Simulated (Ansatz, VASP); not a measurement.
**HfSi: VASP beside Ansatz**

Aim: how closely do two programs agree when they are given the same cell, functional and k mesh? The cell is generated by rule, not measured, and may not be a known phase. The cell is taken from a series of runs on this material, whose earlier steps may have relaxed, scaled, displaced or heated it; both programs get it as it stands.

Program: Ansatz 0.2.0. Level of theory: plane waves, with VASP 6.6.1 beside it; zone-centre phonons at LDA. Results are calculated unless marked as measured.

The structure was built from a prototype and need not be the compound's stable phase.

## (1) Set-up

Symmetry: Cmmm, No. 65, orthorhombic system. Conventional cell: a = 6.045 Å, b = 7.511 Å, c = 2.851 Å, α = 90.00°, β = 90.00°, γ = 90.00°. Nearest to Hf lie 8 Si at 2.79 to 2.86 Å and 4 Hf at 2.85 to 3.07 Å. Nearest to Si lie 3 Si at 2.47 to 2.85 Å and 8 Hf at 2.79 to 2.86 Å. Farther neighbours are not listed.

## (2) Ansatz: zone-centre phonons, LDA

Ansatz runs on its default PAW (the set named soft_2) files.

Second derivatives magnify differences that forces hide, and they need a tight electronic threshold.

input.yaml reads:

```yaml
crystal:
  lattice:
    - [3.022446533, -3.7553658911, 0.0]
    - [3.022446533, 3.7553658911, 0.0]
    - [0.0, 0.0, 2.8513912237]
  atoms:
    - { symbol: Hf, position: [0.7870499339, 0.2129500661, 0.0] }
    - { symbol: Hf, position: [0.2129500661, 0.7870499339, 0.0] }
    - { symbol: Si, position: [0.2961088662, 0.2961088662, 0.5] }
    - { symbol: Si, position: [0.7038911338, 0.7038911338, 0.5] }
kpoints:
  mp_grid: { grid: [8, 8, 12] }
hamiltonian:
  xc: lda
scf:
  occupations: { method: methfessel_paxton, width: 0.15 }
output:
  eigenvalues: true
phonons:
  method: dfpt
```

Run with:

```sh
$ ansatz run input.yaml --threads 4 --pin off --max-ram 7168MiB --backend cpu --events-out ev --progress --plain --runs-dir out
```

Numbers of over 12 decimals in the logs are rounded to 6 here.

Output:

```text
zone centre: on kpoints.mp_grid the ground state, and the responses unless they are solved on pairs of k-points, stand on 238 of the mesh's 768 k-points, reduced under 2 symmetry operations, with k and −k counted as one. Each operation leaves every solved displacement unchanged or reverses it
Engine: ansatz 0.2.0, aarch64-unknown-linux-gnu
Pseudopotentials: kind: paw
Pseudopotential: Hf, paw, valence charge 26, recommended cutoff 420 eV (normal), Hf.paw.azcp
Pseudopotential: Si, paw, valence charge 4, recommended cutoff 420 eV (normal), Si.paw.azcp
Functional definition: SPW92
  exchange = slater_x
  correlation = pw_c
Crystal: 4 atoms, lattice volume = 64.729 Å³
Basis set: ecut = 420 eV, 1275 PW (Γ), exchange–correlation on 72×72×40 points (8 copies of the dense FFT grid, shifted against one another)
Bands: 36, of which v1, the nominal top of the filled ones, is band 30 counted from 1 (29 counted from 0)
Symmetry: 8 space group operations
k-points: 238 of 768 (irreducible under 2 space group operations, time reversal used)
Non-local potential: Hf, projectors of the file, l = 0: 3, l = 1: 2, l = 2: 2, l = 3: 3
Non-local potential: Si, projectors of the file, l = 0: 2, l = 1: 2, l = 2: 2
PAW form: soft (Blöchl's): semilocal exchange-correlation on the pseudo side does not see the compensation charge
PAW frozen core: Hf, regenerated for the run's functional, and the local potential with it (the file was generated under x = pbe(κ = 0.804, μ = 0.219515), c = pbe(β = 0.066725))
PAW frozen core: Si, regenerated for the run's functional, and the local potential with it (the file was generated under x = pbe(κ = 0.804, μ = 0.219515), c = pbe(β = 0.066725))
PAW one-centre angular grid: Hf, 590 points (default); XC on 64 Gauss nodes
PAW one-centre angular grid: Si, 110 points (default); XC on 64 Gauss nodes
Initial density: superposition of atomic densities (neutral atoms: chi_scale 0, normalization atom), corrected by the library's trained network
Initial wavefunctions: pseudopotential atomic-orbital guess
Functional: x = slater, c = lda
SCF iter   1: F=—  HF=-32173.209802 eV  |F-HF|=—  |Δ(HF+E_count)|=         —  Δρ=6.80e-3  dr2=2.86e-2  ethr=1.77e-3  ⟨swp⟩=5.4  Hψ=30967  notcnv=0
preconditioner: auto → Kerker (q_TF=auto, 2.694 Å⁻¹)  [metal: Δε(μ)=0.008 eV  Ē_g=15.956 eV  σ=0.150 eV  W_gap=0.04  n_scr=22 (ndim 8)  ℏωp=34.5 eV  f_vac=0.000  D(μ)=1.57/eV (n_scr^D=8)]
SCF iter   2: F=—  HF=-32173.205504 eV  |F-HF|=—  |Δ(HF+E_count)|=   4.30e-3  S|Δr|=    0.00e0  Δρ=4.07e-3  dr2=9.75e-3  ethr=4.77e-5  ⟨swp⟩=1.9  Hψ=13055  notcnv=0
SCF iter   3: F=—  HF=-32173.204705 eV  |F-HF|=—  |Δ(HF+E_count)|=   7.99e-4  S|Δr|=    0.00e0  Δρ=1.33e-3  dr2=1.43e-3  ethr=1.62e-5  ⟨swp⟩=2.0  Hψ=13346  notcnv=0
SCF iter   4: F=—  HF=-32173.203118 eV  |F-HF|=—  |Δ(HF+E_count)|=   1.59e-3  S|Δr|=    0.00e0  Δρ=4.34e-4  dr2=9.45e-5  ethr=2.38e-6  ⟨swp⟩=2.0  Hψ=15495  notcnv=0
SCF iter   5: F=—  HF=-32173.203086 eV  |F-HF|=—  |Δ(HF+E_count)|=   3.21e-5  S|Δr|=    0.00e0  Δρ=7.84e-5  dr2=5.89e-6  ethr=1.58e-7  ⟨swp⟩=2.0  Hψ=15482  notcnv=0
SCF iter   6: F=—  HF=-32173.203089 eV  |F-HF|=—  |Δ(HF+E_count)|=   3.75e-6  S|Δr|=    0.00e0  Δρ=2.55e-5  dr2=4.61e-7  ethr=9.82e-9  ⟨swp⟩=2.0  Hψ=15491  notcnv=0
SCF iter   7: F=—  HF=-32173.203087 eV  |F-HF|=—  |Δ(HF+E_count)|=   2.34e-6  S|Δr|=    0.00e0  Δρ=9.65e-6  dr2=7.60e-8  ethr=7.68e-10  ⟨swp⟩=2.0  Hψ=15489  notcnv=0
SCF iter   8: F=—  HF=-32173.203087 eV  |F-HF|=—  |Δ(HF+E_count)|=   4.80e-8  S|Δr|=    0.00e0  Δρ=2.28e-6  dr2=6.48e-9  ethr=1.27e-10  ⟨swp⟩=2.0  Hψ=15475  notcnv=0
SCF iter   9: F=—  HF=-32173.203087 eV  |F-HF|=—  |Δ(HF+E_count)|=   1.62e-9  S|Δr|=    0.00e0  Δρ=5.33e-7  dr2=3.69e-10  ethr=1.08e-11  ⟨swp⟩=2.0  Hψ=9958  notcnv=0
SCF iter  10: F=-32173.203087 eV  HF=-32173.203087 eV  |F-HF|=3.64e-12  |Δ(HF+E_count)|=  1.09e-10  S|Δr|=    0.00e0  Δρ=6.47e-8  dr2=4.80e-12  ethr=1.00e-12  ⟨swp⟩=8.4  Hψ=48893  notcnv=0
the search or the solves at the SCF's close seem to have found levels that the self-consistency loop had missed (the run counts 1). By its estimate they hold under 1e-12 electrons; where the run keeps them, the occupations were computed again with them
SCF 1 converged in 10 iterations: F = -32173.203087 eV  dr2 = 4.80e-12
  greatest PAW one-centre occupation: 0.998 electrons in one spin orbital (limit 2), on the Hf atom at site 1 (counted from 0), in its partial waves of l = 3
DFPT response loops at Γ: preconditioner auto → Kerker (q_TF=auto, 2.694 Å⁻¹) (partly filled bands, converged f_vac=0.000); β = 1.00, the filter's whole step (`scf.mixing.beta` (0.50) is not read by the response loops under this deck's `scf.mixing.preconditioner`; to damp them name `kerker` or `kerker_dos`, under which they read `scf.mixing.beta`, and type it under 1.00, their step now; both keys bind the ground state too); Broyden in place of MSR1
SCF converged after 10 iterations
Stability not checked: this state was not tested for a lower state beside it, because cold or Methfessel-Paxton smearing, or corrected tetrahedra, fill the levels in a way that the test cannot read (fill_not_monotonic; see scf.lower_state_search)
Free energy (F): -32173.203087 eV
Harris-Foulkes:  -32173.203087 eV  (|F-HF|=3.64e-12)
Internal energy: -32173.204067 eV  (E = F + TS)
E sigma→0 (E₀):  -32173.203332 eV
Entropy (-TS):   0.000980 eV (0.245 meV/atom)
Fermi energy:    18.555861 eV
--- Per-component energies (eV) ---
  E_band       = 102.948540
  E_kinetic    = 944.342874
  E_local      = -11769.981359  (includes V_loc(G=0)·N_el)
  E_nonlocal   = -2412.094822
  E_hartree    = 5578.268294
  E_xc         = -711.215224
  E_vxc        = -636.005175  (∫ρ·V_xc dr)
  E_paw        = -14345.026980  (= ΣΔE_a)
  E_vpaw       = 2820.150455  (= ΣTr[D̂ρ^β])
  E_aug_tail   = 0.000008  (compensation charges beyond the density's cutoff)
  E_ewald      = -9462.580005
  E_core_change = 5.083147  (= ΣΔE_core)
  E_smearing   = 0.000980  (= −TS)
  E_closure    = -0.000000  (closes the sum)
  Σ components = -32173.203087   (vs F -32173.203087, Δ=0.00e0)
--- Band table (eV; the first three rows and the last of 238) ---
  k-point 0: bands = [... 26 lower, 15.7985, 16.1495, 16.5815, 16.7906, 21.4886, 21.6985, 21.8160, 22.0390, ... 2 higher]
  k-point 1: bands = [... 26 lower, 15.6687, 16.2271, 16.6625, 16.9530, 21.1891, 21.5657, 21.6628, 22.0628, ... 2 higher]
  k-point 2: bands = [... 26 lower, 15.8169, 16.3784, 16.7202, 17.6543, 20.4369, 20.8620, 20.9658, 21.1116, ... 2 higher]
  k-point 237: bands = [... 26 lower, 15.5699, 15.6474, 16.2207, 17.0515, 18.8597, 19.0679, 19.4799, 20.5179, ... 2 higher]
--- Phonons (Γ-DFPT): 6 representative perturbations + reference, on 238 of 768 k-points (Σ response iterations 19) ---
  k mesh reduced under 2 symmetry operations, with k and −k counted as one. Each operation leaves every solved displacement unchanged or reverses it
  ASR residual: 1.662e-5 → 0.000e0 eV/Å²; symmetrization residual: 1.145e-6 eV/Å²
  ASR residual per site (eV/Å²): 1.45e-5 1.45e-5 1.66e-5 1.66e-5
  Γ frequencies (cm⁻¹): -42.06 0.00 0.00 0.00 105.19 129.31 162.66 171.90 222.44 293.41 305.42 371.18
  non-analytic LO–TO correction: not included (Born effective charges unavailable; polar crystals: no LO–TO splitting at Γ)
```

Reading the cycles: dr2 is the Hartree energy of the density residual (eV), the measure of convergence; HF is the Harris–Foulkes estimate of the energy, which meets the free energy F at convergence.

## (3) VASP: zone-centre phonons, LDA

The same cell, functional (in two slightly different forms), mesh and smearing now go to VASP, with its own data sets.

Lines of VASP's logs that name or quote its potential files are left out, and so is its time.

INCAR reads:

```
SYSTEM = HfSi
PREC = Accurate
ENCUT = 500
EDIFF = 1E-08
NELM = 120
ISMEAR = 1
SIGMA = 0.15
LREAL = .FALSE.
ALGO = Normal
GGA = PW92
NBANDS = 20
LASPH = .TRUE.
LORBIT = 11
LWAVE = .FALSE.
LCHARG = .FALSE.
ISIF = 2
IBRION = 8
GGA_COMPAT = .FALSE.
KPAR = 2
```

POSCAR reads:

```
HfSi
1.0
    3.0224465330     -3.7553658911      0.0000000000
    3.0224465330      3.7553658911      0.0000000000
    0.0000000000      0.0000000000      2.8513912237
Hf Si
2 2
Direct
    0.7870499339      0.2129500661      0.0000000000
    0.2129500661      0.7870499339      0.0000000000
    0.2961088662      0.2961088662      0.5000000000
    0.7038911338      0.7038911338      0.5000000000
```

KPOINTS reads:

```
Automatic mesh
0
Gamma
8 8 12
0 0 0
```

Potentials, in the order of the species: Hf_pv and Si (LDA family, release 64).

Run with:

```sh
$ mpirun -np 2 vasp_std
```

Output:

```text
[banner, memory and clock lines left out]
running    2 mpi-ranks, on    1 nodes
 distrk:  each k-point on    1 cores,    2 groups
 distr:  one band on    1 cores,    1 groups

 POSCAR found type information on POSCAR HfSi
 POSCAR found :  2 types and       4 ions
|                                                                             |
|               ----> ADVICE to this user running VASP <----                  |
|                                                                             |
|     You enforced a specific xc type in the INCAR file but a different       |
|     [... a line on the potential file left out ...]
|     I HOPE YOU KNOW WHAT YOU ARE DOING!                                     |
|                                                                             |

 LDA part: xc-table for (Slater(with rela. corr.)+PW92), standard interpolation
 POSCAR, INCAR and KPOINTS ok, starting setup
 FFT: planning ... GRIDC
 FFT: planning ... GRID_SOFT
 FFT: planning ... GRID
 WAVECAR not read
 entering main loop
       N       E                     dE             d eps       ncg     rms          rms(c)
DAV:   1     0.778859915567E+02    0.77886E+02   -0.14489E+04  5904   0.127E+03
DAV:   2    -0.322632614514E+02   -0.11015E+03   -0.10631E+03  7232   0.277E+02
DAV:   3    -0.365161838990E+02   -0.42529E+01   -0.41379E+01  7868   0.366E+01
DAV:   4    -0.365728105775E+02   -0.56627E-01   -0.56304E-01  7408   0.431E+00
DAV:   5    -0.365735375064E+02   -0.72693E-03   -0.72662E-03  7396   0.455E-01    0.647E+01
DAV:   6    -0.356617474320E+02    0.91179E+00   -0.25951E+00  6588   0.705E+00    0.417E+01
DAV:   7    -0.355294732695E+02    0.13227E+00   -0.72883E-01  7272   0.490E+00    0.226E+00
DAV:   8    -0.355144872307E+02    0.14986E-01   -0.63011E-02  6628   0.144E+00    0.164E+00
DAV:   9    -0.355130479456E+02    0.14393E-02   -0.13175E-02  7364   0.624E-01    0.628E-01
DAV:  10    -0.355128598359E+02    0.18811E-03   -0.12249E-03  7160   0.166E-01    0.192E-01
DAV:  11    -0.355128645043E+02   -0.46684E-05   -0.63293E-05  6976   0.483E-02    0.110E-01
DAV:  12    -0.355128604703E+02    0.40341E-05   -0.10419E-05  7092   0.191E-02    0.135E-02
DAV:  13    -0.355128605077E+02   -0.37440E-07   -0.16673E-06  7616   0.738E-03    0.108E-02
DAV:  14    -0.355128604399E+02    0.67744E-07   -0.26313E-07  7036   0.252E-03    0.123E-03
DAV:  15    -0.355128604409E+02   -0.98453E-09   -0.10754E-08  4524   0.596E-04
   1 F= -.35512860E+02 E0= -.35513202E+02  d E =0.102417E-02
 Linear response reoptimize wavefunctions to high precision
DAV:   1    -0.355128604409E+02    0.31378E-10   -0.11260E-09  4624   0.216E-04
DAV:   2    -0.355128604409E+02   -0.20009E-10   -0.13499E-10  3868   0.707E-05
 Linear response DOF=           6
 Linear response progress:
  Degree of freedom:   1/  6
       N       E                     dE             d eps       ncg     rms          rms(c)
RMM:   1    -0.228644531436E+00   -0.22864E+00    0.54280E+00 10092   0.124E+01
RMM:   2    -0.236036113820E+00   -0.73916E-02   -0.50744E-02 14634   0.124E+00    0.672E-01
RMM:   3    -0.235979517169E+00    0.56597E-04   -0.47682E-03 18471   0.261E-01    0.280E-01
RMM:   4    -0.235833744925E+00    0.14577E-03   -0.51514E-04 20934   0.844E-02    0.197E-01
RMM:   5    -0.235643712419E+00    0.19003E-03   -0.61503E-05 20587   0.384E-02    0.405E-02
RMM:   6    -0.235606400954E+00    0.37311E-04   -0.78464E-06 20656   0.117E-02    0.157E-02
RMM:   7    -0.235608546367E+00   -0.21454E-05    0.22384E-06 20054   0.485E-03    0.421E-03
RMM:   8    -0.235601550206E+00    0.69962E-05    0.83381E-06 21057   0.238E-03    0.120E-03
RMM:   9    -0.235601246697E+00    0.30351E-06    0.50084E-06 21272   0.858E-04    0.394E-04
RMM:  10    -0.235600913149E+00    0.33355E-06    0.26509E-06 22370   0.484E-04    0.167E-04
RMM:  11    -0.235600743214E+00    0.16993E-06    0.15474E-06 21547   0.326E-04    0.969E-05
RMM:  12    -0.235600703339E+00    0.39875E-07    0.87127E-07 22740   0.260E-04    0.272E-05
RMM:  13    -0.235600661330E+00    0.42009E-07    0.53249E-07 22400   0.225E-04    0.151E-05
RMM:  14    -0.235600623641E+00    0.37690E-07    0.29658E-07 22948   0.209E-04    0.507E-06
RMM:  15    -0.235600615064E+00    0.85763E-08    0.18170E-07 20004   0.196E-04    0.522E-06
RMM:  16    -0.235600600704E+00    0.14360E-07    0.11708E-07 21310   0.191E-04    0.157E-06
RMM:  17    -0.235600600075E+00    0.62932E-09    0.88135E-08 16903   0.187E-04    0.110E-06
 first order change of Fermi-energy  -0.16581E-03
 force on displaced ion       1 direction 1 : -10.052  -0.007   0.000
 Linear response progress:
  Degree of freedom:   2/  6
       N       E                     dE             d eps       ncg     rms          rms(c)
RMM:   1    -0.229134908671E+00   -0.22913E+00    0.52430E+00  6235   0.124E+01
RMM:   2    -0.235501198076E+00   -0.63663E-02   -0.51734E-02  9036   0.126E+00    0.668E-01
RMM:   3    -0.235510935389E+00   -0.97373E-05   -0.44168E-03 11535   0.248E-01    0.287E-01
RMM:   4    -0.235380812172E+00    0.13012E-03   -0.49623E-04 12905   0.815E-02    0.196E-01
RMM:   5    -0.235192807593E+00    0.18800E-03   -0.58626E-05 12725   0.378E-02    0.387E-02
RMM:   6    -0.235161983156E+00    0.30824E-04   -0.69845E-06 13225   0.111E-02    0.115E-02
RMM:   7    -0.235159486877E+00    0.24963E-05    0.14389E-06 13103   0.416E-03    0.562E-03
[...]
RMM:   1    -0.188099689018E+00   -0.18810E+00    0.52320E+00  9546   0.117E+01
RMM:   2    -0.192934380073E+00   -0.48347E-02   -0.41258E-02 13676   0.113E+00    0.439E-01
RMM:   3    -0.192494489333E+00    0.43989E-03   -0.38896E-03 16883   0.238E-01    0.154E-01
RMM:   4    -0.192191012412E+00    0.30348E-03   -0.39053E-04 19763   0.793E-02    0.153E-01
RMM:   5    -0.191814220734E+00    0.37679E-03   -0.68207E-05 19292   0.413E-02    0.207E-02
RMM:   6    -0.191768845608E+00    0.45375E-04   -0.85903E-06 20681   0.128E-02    0.188E-02
RMM:   7    -0.191775163177E+00   -0.63176E-05   -0.26861E-05 18906   0.652E-03    0.686E-03
RMM:   8    -0.191774372573E+00    0.79060E-06   -0.17638E-05 18595   0.221E-03    0.330E-03
RMM:   9    -0.191774643708E+00   -0.27113E-06   -0.11268E-05 20092   0.104E-03    0.103E-03
RMM:  10    -0.191776555135E+00   -0.19114E-05   -0.67994E-06 18978   0.605E-04    0.965E-04
RMM:  11    -0.191776301404E+00    0.25373E-06   -0.41269E-06 19326   0.408E-04    0.510E-05
RMM:  12    -0.191776401819E+00   -0.10042E-06   -0.24811E-06 20821   0.300E-04    0.114E-04
RMM:  13    -0.191776411042E+00   -0.92232E-08   -0.13638E-06 19618   0.242E-04    0.143E-04
RMM:  14    -0.191776221513E+00    0.18953E-06   -0.68983E-07 20083   0.222E-04    0.378E-04
[...]
RMM:  26    -0.191776759092E+00    0.12334E-08    0.28582E-07 13338   0.158E-04    0.689E-07
RMM:  27    -0.191776760052E+00   -0.96075E-09    0.27976E-07 13257   0.158E-04    0.378E-07
RMM:  28    -0.191776757666E+00    0.23862E-08    0.27959E-07 13087   0.158E-04    0.591E-07
RMM:  29    -0.191776761840E+00   -0.41741E-08    0.26159E-07 12918   0.158E-04    0.447E-07
RMM:  30    -0.191776758653E+00    0.31876E-08    0.29383E-07 12768   0.158E-04    0.623E-07
RMM:  31    -0.191776760447E+00   -0.17944E-08    0.28023E-07 12614   0.158E-04    0.538E-07
RMM:  32    -0.191776758805E+00    0.16420E-08    0.28962E-07 12506   0.158E-04    0.646E-07
RMM:  33    -0.191776761749E+00   -0.29438E-08    0.27685E-07 12457   0.158E-04    0.613E-07
 first order change of Fermi-energy   0.10717E-03
 force on displaced ion       1 direction 3 :  -0.000  -0.002  -0.652
 Linear response progress:
  Degree of freedom:   4/  6
       N       E                     dE             d eps       ncg     rms          rms(c)
RMM:   1    -0.279206514352E-01   -0.27921E-01    0.43659E-02 12656   0.103E+00
RMM:   2    -0.256453454062E-01    0.22753E-02   -0.34451E-03 10221   0.258E-01    0.427E-01
RMM:   3    -0.255321132966E-01    0.11323E-03   -0.12032E-03  8599   0.153E-01    0.194E-01
RMM:   4    -0.257075396936E-01   -0.17543E-03   -0.26340E-04 10431   0.633E-02    0.441E-02
RMM:   5    -0.257134641656E-01   -0.59245E-05   -0.27613E-05 10348   0.276E-02    0.127E-02
RMM:   6    -0.257241592167E-01   -0.10695E-04   -0.38336E-06 10627   0.821E-03    0.359E-03
RMM:   7    -0.257136769754E-01    0.10482E-04   -0.54124E-07 10732   0.295E-03    0.827E-04
RMM:   8    -0.257146695698E-01   -0.99259E-06   -0.56293E-08 10897   0.894E-04    0.599E-04
RMM:   9    -0.257151740225E-01   -0.50445E-06    0.76414E-09 11213   0.340E-04    0.200E-04
RMM:  10    -0.257154795728E-01   -0.30555E-06   -0.40690E-09 10923   0.130E-04    0.630E-05
RMM:  11    -0.257155004568E-01   -0.20884E-07    0.66572E-09 11985   0.679E-05    0.193E-05
RMM:  12    -0.257155207279E-01   -0.20271E-07    0.73289E-09 12042   0.410E-05    0.424E-06
RMM:  13    -0.257155082496E-01    0.12478E-07    0.96644E-09 10726   0.330E-05    0.257E-06
RMM:  14    -0.257155095408E-01   -0.12912E-08    0.73139E-09  9532   0.309E-05    0.866E-07
 first order change of Fermi-energy   0.29517E+00
 force on displaced ion       3 direction 1 :  -9.120  -0.000   0.000
 Linear response progress:
  Degree of freedom:   5/  6
       N       E                     dE             d eps       ncg     rms          rms(c)
RMM:   1    -0.275760510525E-01   -0.27576E-01    0.50436E-02 20498   0.113E+00
RMM:   2    -0.251279977583E-01    0.24481E-02   -0.38251E-03 16809   0.272E-01    0.467E-01
RMM:   3    -0.250262797057E-01    0.10172E-03   -0.10202E-03 13987   0.153E-01    0.216E-01
RMM:   4    -0.251875797428E-01   -0.16130E-03   -0.25530E-04 17046   0.659E-02    0.400E-02
RMM:   5    -0.251816241784E-01    0.59556E-05   -0.29534E-05 17253   0.279E-02    0.109E-02
RMM:   6    -0.251883159371E-01   -0.66918E-05   -0.26298E-06 17688   0.684E-03    0.263E-03
RMM:   7    -0.251846734530E-01    0.36425E-05   -0.34157E-07 18493   0.234E-03    0.127E-03
RMM:   8    -0.251843631741E-01    0.31028E-06   -0.56412E-08 18643   0.697E-04    0.610E-04
RMM:   9    -0.251856619164E-01   -0.12987E-05   -0.24326E-09 16997   0.417E-04    0.341E-04
RMM:  10    -0.251855255744E-01    0.13634E-06    0.29158E-09 18054   0.159E-04    0.700E-05
RMM:  11    -0.251855377619E-01   -0.12187E-07   -0.37777E-10 19238   0.634E-05    0.233E-05
RMM:  12    -0.251855149043E-01    0.22858E-07    0.28252E-10 19198   0.361E-05    0.467E-06
RMM:  13    -0.251855267348E-01   -0.11830E-07    0.20071E-09 18296   0.311E-05    0.170E-06
RMM:  14    -0.251855261961E-01    0.53873E-09    0.85042E-09 15028   0.275E-05    0.507E-07
 first order change of Fermi-energy   0.61760E-05
 force on displaced ion       3 direction 2 :  -0.003  -8.377   0.000
 Linear response progress:
  Degree of freedom:   6/  6
       N       E                     dE             d eps       ncg     rms          rms(c)
RMM:   1    -0.129965960142E-01   -0.12997E-01   -0.33438E-03 18520   0.610E-01
RMM:   2    -0.125706991331E-01    0.42590E-03   -0.68823E-04 15224   0.119E-01    0.163E-01
RMM:   3    -0.126556363435E-01   -0.84937E-04   -0.14050E-04 14032   0.557E-02    0.839E-02
RMM:   4    -0.128540553712E-01   -0.19842E-03   -0.97409E-05 14425   0.404E-02    0.806E-03
RMM:   5    -0.128379318539E-01    0.16124E-04   -0.74969E-06 16067   0.140E-02    0.250E-03
RMM:   6    -0.128416741341E-01   -0.37423E-05   -0.82487E-07 16365   0.374E-03    0.147E-03
RMM:   7    -0.128352863577E-01    0.63878E-05   -0.11115E-07 15821   0.137E-03    0.418E-04
RMM:   8    -0.128387044668E-01   -0.34181E-05   -0.25344E-08 14929   0.597E-04    0.466E-04
RMM:   9    -0.128377596705E-01    0.94480E-06   -0.78042E-09 15916   0.236E-04    0.783E-05
RMM:  10    -0.128378319248E-01   -0.72254E-07    0.16273E-08 17311   0.800E-05    0.365E-05
RMM:  11    -0.128378291687E-01    0.27561E-08   -0.34483E-09 17049   0.352E-05    0.260E-05
 first order change of Fermi-energy   0.18746E-03
 force on displaced ion       3 direction 3 :   0.005   0.000  -2.786
 Linear response finished
```

(Continued in part 2 of 2.)

[Lines on the potential files, build, host, timing and source positions are cut from VASP's logs without a mark.]

[Logs are printed without paths, hosts, clocks, repeated set-up lines and the standing remarks that a program may print on its own settings, such as how far it seeks lower states.]

[Hosts, paths, dates, database ids (printed as entryN), source tags and the programs' standing remarks are cut or masked in the printed files.]
